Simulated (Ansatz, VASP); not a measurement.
# Cross-check of MoS2 between VASP and Ansatz, part 2 of 2

Wanted: the spread between two codes on one cell, functional and k mesh. The structure shown comes from an earlier Ansatz run, which isn't shown and may have moved the atoms alone.

VASP 6.6.1 and Ansatz 0.2.0.

So far: The starting structure; Ansatz: elastic constants, PBEsol.

### Step 3. VASP: elastic constants, PBEsol

Level of this step: PBEsol, no spin polarisation; plane waves and PAW (Mo_sv, S) (VASP).

The same cell, functional, mesh and smearing now go to VASP, with its own data sets.

Lines of VASP's logs that name or quote its potential files are left out, and so is its time.

INCAR reads:

```
SYSTEM = MoS2
PREC = Accurate
ENCUT = 500
EDIFF = 1E-08
NELM = 120
ISMEAR = 0
SIGMA = 0.02
LREAL = .FALSE.
ALGO = Normal
GGA = PS
NBANDS = 32
LASPH = .TRUE.
LORBIT = 11
LWAVE = .FALSE.
LCHARG = .FALSE.
ISIF = 3
IBRION = 6
NFREE = 2
POTIM = 0.015
NSW = 1
GGA_COMPAT = .FALSE.
EFERMI = MIDGAP
KPAR = 2
```

POSCAR reads:

```
MoS2
1.0
    3.1413972290      0.0000000000      0.0000000000
   -1.5706986145      2.7205298037      0.0000000000
    0.0000000000      0.0000000000     12.5812874461
Mo S
2 4
Direct
    0.3333333333      0.6666666667      0.2500000000
    0.6666666667      0.3333333333      0.7500000000
    0.3333333333      0.6666666667      0.6260796326
    0.6666666667      0.3333333333      0.1260796326
    0.3333333333      0.6666666667      0.8739203674
    0.6666666667      0.3333333333      0.3739203674
```

KPOINTS reads:

```
Automatic mesh
0
Gamma
9 9 2
0 0 0
```

The projector-augmented-wave data sets are Mo_sv and S (PBE family, release 64).

The run is started by

```bash
mpirun -np 2 vasp_std
```

Numbers of over 12 decimals in the logs are rounded to 6 here.

Log:

```text
[banner, memory and clock lines left out]
running    2 mpi-ranks, on    1 nodes
 distrk:  each k-point on    1 cores,    2 groups
 distr:  one band on    1 cores,    1 groups

 POSCAR found type information on POSCAR MoS
 POSCAR found :  2 types and       6 ions
|                                                                             |
|               ----> ADVICE to this user running VASP <----                  |
|                                                                             |
|     You enforced a specific xc type in the INCAR file but a different       |
|     [... a line on the potential file left out ...]
|     I HOPE YOU KNOW WHAT YOU ARE DOING!                                     |
|                                                                             |

 LDA part: xc-table for (Slater+PW92), standard interpolation
 POSCAR, INCAR and KPOINTS ok, starting setup
 FFT: planning ... GRIDC
 FFT: planning ... GRID_SOFT
 FFT: planning ... GRID
 WAVECAR not read
 entering main loop
       N       E                     dE             d eps       ncg     rms          rms(c)
DAV:   1     0.438673764208E+03    0.43867E+03   -0.29180E+04  1720   0.150E+03
DAV:   2    -0.259156871257E+02   -0.46459E+03   -0.45374E+03  1848   0.386E+02
DAV:   3    -0.493176428263E+02   -0.23402E+02   -0.23222E+02  2024   0.763E+01
DAV:   4    -0.497832491809E+02   -0.46561E+00   -0.46487E+00  1904   0.109E+01
DAV:   5    -0.497949197488E+02   -0.11671E-01   -0.11660E-01  2024   0.163E+00    0.367E+01
DAV:   6    -0.476135707081E+02    0.21813E+01   -0.17960E+01  1688   0.237E+01    0.128E+01
DAV:   7    -0.472527649632E+02    0.36081E+00   -0.79367E+00  1720   0.148E+01    0.840E+00
DAV:   8    -0.469042088306E+02    0.34856E+00   -0.13743E+00  1920   0.670E+00    0.296E+00
DAV:   9    -0.469134204615E+02   -0.92116E-02   -0.14102E-01  1976   0.181E+00    0.135E+00
DAV:  10    -0.469052369084E+02    0.81836E-02   -0.56877E-02  1872   0.140E+00    0.329E-01
DAV:  11    -0.469050859655E+02    0.15094E-03   -0.24469E-03  1960   0.288E-01    0.166E-01
DAV:  12    -0.469050068221E+02    0.79143E-04   -0.31623E-04  1928   0.929E-02    0.827E-02
DAV:  13    -0.469050064119E+02    0.41025E-06   -0.17098E-04  2008   0.659E-02    0.150E-02
DAV:  14    -0.469050068776E+02   -0.46568E-06   -0.16553E-05  1832   0.236E-02    0.211E-02
DAV:  15    -0.469050074617E+02   -0.58413E-06   -0.25121E-06  1880   0.870E-03    0.534E-03
DAV:  16    -0.469050072077E+02    0.25394E-06   -0.13472E-06  1904   0.666E-03    0.117E-03
DAV:  17    -0.469050072641E+02   -0.56396E-07   -0.76880E-08  1768   0.152E-03    0.175E-03
DAV:  18    -0.469050072408E+02    0.23361E-07   -0.49343E-09  1184   0.428E-04    0.976E-04
DAV:  19    -0.469050072293E+02    0.11448E-07   -0.55281E-09  1088   0.349E-04    0.267E-04
DAV:  20    -0.469050072290E+02    0.35379E-09   -0.67361E-10  1088   0.125E-04
   1 F= -.46905007E+02 E0= -.46905007E+02  d E =0.000000E+00
[... from here on, the cycles between the ionic steps are left out ...]
   2 F= -.46885684E+02 E0= -.46885684E+02  d E =0.000000E+00
  14 F= -.46902652E+02 E0= -.46902652E+02  d E =0.000000E+00
  15 F= -.46902652E+02 E0= -.46902652E+02  d E =0.000000E+00
  16 F= -.46901502E+02 E0= -.46901502E+02  d E =0.000000E+00
  17 F= -.46901502E+02 E0= -.46901502E+02  d E =0.000000E+00
  18 F= -.46903880E+02 E0= -.46903880E+02  d E =0.000000E+00
  19 F= -.46903880E+02 E0= -.46903880E+02  d E =0.000000E+00
  20 F= -.46903007E+02 E0= -.46903007E+02  d E =0.000000E+00
 Finite differences progress:
  Degree of freedom:  10/ 10
  Displacement:        1/  2
  Total:              19/ 20
 bond charge predicted
       N       E                     dE             d eps       ncg     rms          rms(c)
DAV:   1    -0.469003947457E+02    0.26127E-02   -0.10187E+00  1560   0.351E+00    0.814E-01
DAV:   2    -0.469031797687E+02   -0.27850E-02   -0.34817E-02  1912   0.785E-01    0.338E-01
DAV:   3    -0.469031096346E+02    0.70134E-04   -0.56114E-04  1736   0.127E-01    0.211E-01
DAV:   4    -0.469030815726E+02    0.28062E-04   -0.34743E-04  1848   0.792E-02    0.254E-02
DAV:   5    -0.469030719024E+02    0.96702E-05   -0.61102E-05  1792   0.404E-02    0.261E-02
DAV:   6    -0.469030709932E+02    0.90917E-06   -0.96008E-06  1904   0.139E-02    0.191E-02
DAV:   7    -0.469030707077E+02    0.28544E-06   -0.19791E-06  1784   0.753E-03    0.111E-02
DAV:   8    -0.469030707052E+02    0.25102E-08   -0.85739E-07  1912   0.482E-03    0.169E-03
DAV:   9    -0.469030706729E+02    0.32348E-07   -0.15038E-07  1584   0.175E-03    0.946E-04
DAV:  10    -0.469030706676E+02    0.52778E-08   -0.97691E-09  1144   0.524E-04
  21 F= -.46903071E+02 E0= -.46903071E+02  d E =0.000000E+00
 Finite differences progress:
  Degree of freedom:  10/ 10
  Displacement:        2/  2
  Total:              20/ 20
```

Parts of OUTCAR (step 3):

```text
ion  position               nearest neighbor table
   1  0.333  0.667  0.250-   4 2.39   6 2.39   4 2.39   6 2.39   4 2.39   6 2.39
   2  0.667  0.333  0.750-   3 2.39   5 2.39   3 2.39   5 2.39   3 2.39   5 2.39
   3  0.333  0.667  0.626-   2 2.39   2 2.39   2 2.39
   4  0.667  0.333  0.126-   1 2.39   1 2.39   1 2.39
   5  0.333  0.667  0.874-   2 2.39   2 2.39   2 2.39
   6  0.667  0.333  0.374-   1 2.39   1 2.39   1 2.39

  LATTYP: Found a hexagonal cell.
 ALAT       =     3.1413972290
 C/A-ratio  =     4.0049973082

 Subroutine GETGRP returns: Found 24 space group operations
 (whereof 12 operations were pure point group operations)

The static configuration has the point symmetry D_3d.
 The point group associated with its full space group is D_6h.

 Found     24 irreducible k-points:

   k-points           NKPTS =     24   k-points in BZ     NKDIM =     24   number of bands    NBANDS=     32

   dimension x,y,z NGX =    24 NGY =   24 NGZ =   96
   dimension x,y,z NGXF=    48 NGYF=   48 NGZF=  192

   ENCUT  =  500.0 eV  36.75 Ry    6.06 a.u.   5.73  5.73 22.94*2*pi/ulx,y,z

   NELECT =      52.0000    total number of electrons

 k-points in reciprocal lattice and weights: Automatic mesh
   0.00000000  0.00000000  0.00000000       0.006
   0.11111111 -0.00000000  0.00000000       0.037
   0.22222222  0.00000000  0.00000000       0.037
   0.33333333 -0.00000000  0.00000000       0.037
   0.44444444  0.00000000  0.00000000       0.037
   0.11111111  0.11111111  0.00000000       0.037
   0.22222222  0.11111111  0.00000000       0.074
   0.33333333  0.11111111  0.00000000       0.074
   0.44444444  0.11111111  0.00000000       0.037
[...]
0.33333333  0.22222222  0.50000000       0.074
   0.33333333  0.33333333  0.50000000       0.012

 average (electrostatic) potential at core
       1 -74.5742       2 -74.5740       3 -84.5792       4 -84.5888       5 -84.5810
       6 -84.5902

 E-fermi :   7.7834

 k-point     1 :       0.0000    0.0000    0.0000
  band No.  band energies     occupation
    ...
     22       5.2565      2.00000
     23       5.2565      2.00000
     24       5.9413      2.00000
     25       6.1224      2.00000
     26       7.2474      2.00000
     27       9.5470      0.00000
     28       9.5470      0.00000
     29       9.5678      0.00000
     30       9.5678      0.00000
     31       9.7555      0.00000
    ...

 k-point     2 :       0.1111   -0.0000    0.0000
  band No.  band energies     occupation
    ...
     22       4.9663      2.00000
     23       5.3430      2.00000
     24       6.1328      2.00000
     25       6.2153      2.00000
     26       6.9365      2.00000
     27       9.2829      0.00000
     28       9.3415      0.00000
     29       9.4342      0.00000
     30       9.5285      0.00000
     31       9.5360      0.00000
    ...

 k-point     3 :       0.2222    0.0000    0.0000
  band No.  band energies     occupation
    ...
     22       4.8323      2.00000
     23       5.1362      2.00000
     24       5.8431      2.00000
     25       5.9447      2.00000
     26       6.1180      2.00000
     27       8.5924      0.00000
     28       9.1284      0.00000
     29       9.3002      0.00000
     30       9.3587      0.00000
     31       9.3939      0.00000
    ...

 Eigenvectors and eigenvalues of the dynamical matrix
 ----------------------------------------------------

   1 f  =   14.088520 THz    88.520785 2PiTHz  469.942458 cm-1    58.265413 meV
             X         Y         Z           dx          dy          dz
     -0.000000  1.813687  3.145322     0.000000    0.000000   -0.446500
      1.570699  0.906843  9.435966     0.000000    0.000000    0.446500
     -0.000000  1.813687  7.876888    -0.000000   -0.000000   -0.387710
      1.570699  0.906843  1.586244    -0.000000   -0.000000    0.387710
     -0.000000  1.813687 10.995043    -0.000000   -0.000000   -0.387710
      1.570699  0.906843  4.704400    -0.000000   -0.000000    0.387710

   2 f  =   14.031269 THz    88.161066 2PiTHz  468.032769 cm-1    58.028642 meV
             X         Y         Z           dx          dy          dz
     -0.000000  1.813687  3.145322    -0.000000   -0.000000    0.447610
      1.570699  0.906843  9.435966     0.000000    0.000000    0.447610
     -0.000000  1.813687  7.876888    -0.000000   -0.000000   -0.387069
      1.570699  0.906843  1.586244     0.000000    0.000000   -0.387069
     -0.000000  1.813687 10.995043    -0.000000   -0.000000   -0.387069
      1.570699  0.906843  4.704400     0.000000    0.000000   -0.387069

   3 f  =   12.176362 THz    76.506339 2PiTHz  406.159718 cm-1    50.357364 meV
             X         Y         Z           dx          dy          dz
     -0.000000  1.813687  3.145322    -0.000000   -0.000000    0.000000
      1.570699  0.906843  9.435966     0.000000   -0.000000    0.000000
     -0.000000  1.813687  7.876888    -0.000000    0.000000   -0.500000
      1.570699  0.906843  1.586244     0.000000    0.000000   -0.500000
     -0.000000  1.813687 10.995043    -0.000000    0.000000    0.500000
      1.570699  0.906843  4.704400     0.000000    0.000000    0.500000

   4 f  =   12.134436 THz    76.242908 2PiTHz  404.761206 cm-1    50.183971 meV
             X         Y         Z           dx          dy          dz
     -0.000000  1.813687  3.145322    -0.000000   -0.000000    0.000000
      1.570699  0.906843  9.435966    -0.000000    0.000000   -0.000000
     -0.000000  1.813687  7.876888     0.000000   -0.000000    0.500000
      1.570699  0.906843  1.586244     0.000000    0.000000   -0.500000
     -0.000000  1.813687 10.995043     0.000000   -0.000000   -0.500000
      1.570699  0.906843  4.704400     0.000000    0.000000    0.500000

   5 f  =   11.527753 THz    72.431011 2PiTHz  384.524462 cm-1    47.674936 meV
             X         Y         Z           dx          dy          dz
     -0.000000  1.813687  3.145322     0.000053    0.447622   -0.000000
      1.570699  0.906843  9.435966     0.000053    0.447622    0.000000
     -0.000000  1.813687  7.876888    -0.000046   -0.387063    0.000000
      1.570699  0.906843  1.586244    -0.000046   -0.387063   -0.000000
     -0.000000  1.813687 10.995043    -0.000046   -0.387063    0.000000
      1.570699  0.906843  4.704400    -0.000046   -0.387063    0.000000

   6 f  =   11.527753 THz    72.431011 2PiTHz  384.524462 cm-1    47.674936 meV
             X         Y         Z           dx          dy          dz
     -0.000000  1.813687  3.145322     0.447622   -0.000053    0.000000
      1.570699  0.906843  9.435966     0.447622   -0.000053   -0.000000
     -0.000000  1.813687  7.876888    -0.387063    0.000046    0.000000
      1.570699  0.906843  1.586244    -0.387063    0.000046   -0.000000
     -0.000000  1.813687 10.995043    -0.387063    0.000046   -0.000000
      1.570699  0.906843  4.704400    -0.387063    0.000046    0.000000

   7 f  =   11.524653 THz    72.411531 2PiTHz  384.421049 cm-1    47.662114 meV
             X         Y         Z           dx          dy          dz
     -0.000000  1.813687  3.145322    -0.000048   -0.446878    0.000000
      1.570699  0.906843  9.435966     0.000048    0.446878   -0.000000
     -0.000000  1.813687  7.876888    -0.000041   -0.387492    0.000000
      1.570699  0.906843  1.586244     0.000041    0.387492    0.000000
     -0.000000  1.813687 10.995043    -0.000041   -0.387492    0.000000
      1.570699  0.906843  4.704400     0.000041    0.387492   -0.000000

   8 f  =   11.524653 THz    72.411531 2PiTHz  384.421049 cm-1    47.662114 meV
             X         Y         Z           dx          dy          dz
     -0.000000  1.813687  3.145322     0.446878   -0.000048    0.000000
      1.570699  0.906843  9.435966    -0.446878    0.000048    0.000000
     -0.000000  1.813687  7.876888     0.387492   -0.000041   -0.000000
      1.570699  0.906843  1.586244    -0.387492    0.000041   -0.000000
     -0.000000  1.813687 10.995043     0.387492   -0.000041    0.000000
      1.570699  0.906843  4.704400    -0.387492    0.000041    0.000000

   9 f  =    8.565605 THz    53.819286 2PiTHz  285.717843 cm-1    35.424482 meV
             X         Y         Z           dx          dy          dz
     -0.000000  1.813687  3.145322    -0.000000    0.000000    0.000000
      1.570699  0.906843  9.435966     0.000000   -0.000000   -0.000000
     -0.000000  1.813687  7.876888    -0.000011   -0.500000   -0.000000
      1.570699  0.906843  1.586244    -0.000011   -0.500000    0.000000
     -0.000000  1.813687 10.995043     0.000011    0.500000   -0.000000
      1.570699  0.906843  4.704400     0.000011    0.500000   -0.000000

  10 f  =    8.565605 THz    53.819286 2PiTHz  285.717843 cm-1    35.424482 meV
             X         Y         Z           dx          dy          dz
     -0.000000  1.813687  3.145322     0.000000    0.000000   -0.000000
      1.570699  0.906843  9.435966    -0.000000    0.000000   -0.000000
     -0.000000  1.813687  7.876888     0.500000   -0.000011    0.000000
      1.570699  0.906843  1.586244     0.500000   -0.000011   -0.000000
     -0.000000  1.813687 10.995043    -0.500000    0.000011   -0.000000
      1.570699  0.906843  4.704400    -0.500000    0.000011    0.000000

  11 f  =    8.525619 THz    53.568045 2PiTHz  284.384047 cm-1    35.259112 meV
             X         Y         Z           dx          dy          dz
     -0.000000  1.813687  3.145322     0.000000    0.000000    0.000000
      1.570699  0.906843  9.435966    -0.000000    0.000000    0.000000
     -0.000000  1.813687  7.876888    -0.000001    0.500000    0.000000
      1.570699  0.906843  1.586244     0.000001   -0.500000    0.000000
     -0.000000  1.813687 10.995043     0.000001   -0.500000    0.000000
      1.570699  0.906843  4.704400    -0.000001    0.500000   -0.000000

  12 f  =    8.525619 THz    53.568045 2PiTHz  284.384047 cm-1    35.259112 meV
             X         Y         Z           dx          dy          dz
     -0.000000  1.813687  3.145322    -0.000000    0.000000    0.000000
      1.570699  0.906843  9.435966    -0.000000   -0.000000   -0.000000
     -0.000000  1.813687  7.876888     0.500000    0.000001    0.000000
      1.570699  0.906843  1.586244    -0.500000   -0.000001    0.000000
     -0.000000  1.813687 10.995043    -0.500000   -0.000001   -0.000000
      1.570699  0.906843  4.704400     0.500000    0.000001   -0.000000

  13 f  =    1.051505 THz     6.606803 2PiTHz   35.074445 cm-1     4.348675 meV
             X         Y         Z           dx          dy          dz
     -0.000000  1.813687  3.145322     0.000000    0.000000   -0.548304
      1.570699  0.906843  9.435966     0.000000   -0.000000    0.548304
     -0.000000  1.813687  7.876888     0.000000   -0.000000    0.315723
      1.570699  0.906843  1.586244     0.000000    0.000000   -0.315723
     -0.000000  1.813687 10.995043     0.000000   -0.000000    0.315723
      1.570699  0.906843  4.704400     0.000000    0.000000   -0.315723
    [... 43 further lines ...]
     -0.000000  1.813687 10.995043    -0.002343   -0.316508   -0.000000
      1.570699  0.906843  4.704400    -0.002343   -0.316508   -0.000000

 ELASTIC MODULI CONTR FROM IONIC RELAXATION (kBar)
 Direction    XX          YY          ZZ          XY          YZ          ZX
 --------------------------------------------------------------------------------
 XX        -402.0409   -267.9690   -948.7754      0.0000      0.0000     -0.0000
 YY        -267.9690   -402.0409   -948.7754     -0.0000      0.0000      0.0000
 ZZ        -948.7754   -948.7754  -2687.0491     -0.0000     -0.0000     -0.0000
 XY           0.0000     -0.0000     -0.0000    -67.0360     -0.0000      0.0000
 YZ          -0.0000      0.0000     -0.0000     -0.0000  -1319.4961     -0.0000
 ZX          -0.0000      0.0000     -0.0000     -0.0000     -0.0000  -1319.4956
 --------------------------------------------------------------------------------

 TOTAL ELASTIC MODULI (kBar)
 Direction    XX          YY          ZZ          XY          YZ          ZX
 --------------------------------------------------------------------------------
 XX        2252.8588    536.0139     46.1282      0.0000      0.0000     -0.0000
 YY         536.0139   2252.8588     46.1282     -0.0000      0.0000      0.0000
 ZZ          46.1282     46.1282    217.5473     -0.0000     -0.0000     -0.0000
 XY           0.0000     -0.0000     -0.0000    858.4224     -0.0000      0.0000
 YZ          -0.0000      0.0000     -0.0000     -0.0000    107.0303     -0.0000
 ZX          -0.0000      0.0000     -0.0000     -0.0000     -0.0000    107.0305
 --------------------------------------------------------------------------------

 total charge
# of ion       s       p       d       tot
------------------------------------------
    1        2.299   6.229   3.988  12.516
    2        2.299   6.229   3.988  12.516
    3        1.358   2.324   0.000   3.682
    4        1.358   2.324   0.000   3.682
    5        1.358   2.324   0.000   3.682
    6        1.358   2.324   0.000   3.682
--------------------------------------------------
tot         10.030  21.755   7.976  39.762

[... 3 further parts left out ...]
```

CONTCAR:

```
MoS2
   1.00000000000000
     3.1413972289999998    0.0000000000000000    0.0000000000000000
    -1.5706986144999999    2.7205298036999999    0.0000000000000000
     0.0000000000000000    0.0000000000000000   12.5812874460999993
  Mo              S
     2     4
Direct
     0.3333333332999970    0.6666666667000030    0.2500000000000000
     0.6666666667000030    0.3333333332999970    0.7500000000000000
     0.3333333332999971    0.6666666667000031    0.6248873857759594
     0.6666666667000030    0.3333333332999970    0.1260796326000033
     0.3333333332999970    0.6666666667000030    0.8739203673999967
     0.6666666667000030    0.3333333332999970    0.3739203673999967
```

Levels, forces or a CONTCAR printed for this step are those of its last displaced cell, not of the structure at rest.

### Step 4. Side by side

Known differences besides the potentials themselves: the cutoff is 420 eV in Ansatz and 500 eV in VASP; Ansatz makes its cores anew for this functional, VASP keeps those of its PBE data sets; VASP takes each elastic constant from one size of strain, Ansatz from those that its log lists. Total energies have different zeros and are not compared.

The two programs side by side:

```
 quantity  Ansatz   VASP  difference
C11 (GPa)   224.6  225.3     -0.30 %
C22 (GPa)   224.6  225.3     -0.30 %
C33 (GPa)    21.1   21.8     -2.97 %
C12 (GPa)    53.4   53.6     -0.29 %
C13 (GPa)     4.5    4.6     -1.64 %
C23 (GPa)     4.5    4.6     -1.64 %
C44 (GPa)    10.8   10.7     +1.34 %
C55 (GPa)    10.8   10.7     +1.34 %
C66 (GPa)    85.6   85.8     -0.30 %
```

### Step 5. What came out

```
difference in C33 (elastic constants, PBEsol) : -3.0 %
```

In words: The difference in C33 is -3.0 % (elastic constants, PBEsol), within the 5 % picked in this series as the mark of a large difference. How closely two codes agree says nothing of how well the functional describes the real material.

[Lines on the potential files, build, host, timing and source positions are cut from VASP's logs without a mark.]

[Logs are printed without paths, hosts, clocks, repeated set-up lines and the standing remarks that a program may print on its own settings, such as how far it seeks lower states.]

[Hosts, paths, dates, database ids (printed as entryN), source tags and the programs' standing remarks are cut or masked in the printed files.]
